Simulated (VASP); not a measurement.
An input for Ansatz (written as the equivalent of a VASP run, and not itself run):

Ansatz 0.2 input:
```yaml
crystal:
  lattice:
    - [4.4100205, 0.0000000, 0.0000000]
    - [0.0000000, 4.4100205, 0.0000000]
    - [0.0000000, 0.0000000, 4.4100205]
  atoms:
    - { symbol: Mn, position: [0.8617930, 0.6382070, 0.3617930], spin: 0.9 }
    - { symbol: Mn, position: [0.3617930, 0.8617930, 0.6382070], spin: 0.9 }
    - { symbol: Mn, position: [0.1382070, 0.1382070, 0.1382070], spin: 0.9 }
    - { symbol: Mn, position: [0.6382070, 0.3617930, 0.8617930], spin: 0.9 }
    - { symbol: Si, position: [0.1541986, 0.3458014, 0.6541986] }
    - { symbol: Si, position: [0.6541986, 0.1541986, 0.3458014] }
    - { symbol: Si, position: [0.8458014, 0.8458014, 0.8458014] }
    - { symbol: Si, position: [0.3458014, 0.6541986, 0.1541986] }
kpoints:
  mp_grid: { grid: [7, 7, 7] }
hamiltonian:
  xc: pbesol
  pseudopotentials: { kind: paw }
magnetization: { spin_polarized: true }
scf:
  occupations: { method: methfessel_paxton, width: 0.1 }
  max_iter: 100
relax:
  max_steps: 40
  f_tol: 0.02
  cell: { p_target: 10 }
output: { forces: true, stress: true, eigenvalues: true }
```

### Question
Write the VASP files for the same calculation (PBEsol).

### Answer
One answer among several that fit: 
POSCAR:
```
MnSi
1
    4.4100204925    -0.0000000000    -0.0000000000
    0.0000000000     4.4100204925    -0.0000000000
   -0.0000000000     0.0000000000     4.4100204925
Mn Si
4 4
Direct
  0.8617929846   0.6382070154   0.3617929846
  0.3617929846   0.8617929846   0.6382070154
  0.1382070154   0.1382070154   0.1382070154
  0.6382070154   0.3617929846   0.8617929846
  0.1541985730   0.3458014270   0.6541985730
  0.6541985730   0.1541985730   0.3458014270
  0.8458014270   0.8458014270   0.8458014270
  0.3458014270   0.6541985730   0.1541985730
```

KPOINTS:
```
Automatic mesh
0
Gamma
7 7 7
0 0 0
```

INCAR:
```
SIGMA=0.1   # width (eV)
EDIFFG=-0.02   # ionic stop
NELM=100   # most electronic steps
LWAVE=F
PSTRESS=100
SYSTEM=MnSi
LCHARG=F
ISIF=3   # ions, shape and volume
PREC=Accurate
ALGO=Normal
ENCUT=500   # plane-wave cut-off (eV)
LASPH=T   # aspherical one-centre terms
EDIFF=1E-6   # SCF stop (eV)
ISMEAR=1   # Methfessel-Paxton
LREAL=F
IBRION=2   # conjugate gradients
NSW=40   # most ionic steps
ISPIN=2
GGA=PS
MAGMOM=4*0.9 4*-0.0
LMAXMIX=4   # l cut-off of mixed one-centre charges
LORBIT=10
```

POTCAR, in this order: Mn_pv Si (PBE.64 set). Program: vasp_std.

Limits of the translation: each code has its own PAW files, so the cut-off isn't converted (ENCUT is set for VASP's; basis.ecutwfc is left out, and Ansatz then takes the one that its files recommend); Ansatz stops its SCF on the density residual and VASP on the energy change (EDIFF).

The compound is MnSi in the B20 structure. It was relaxed first under an external pressure of 10 GPa.
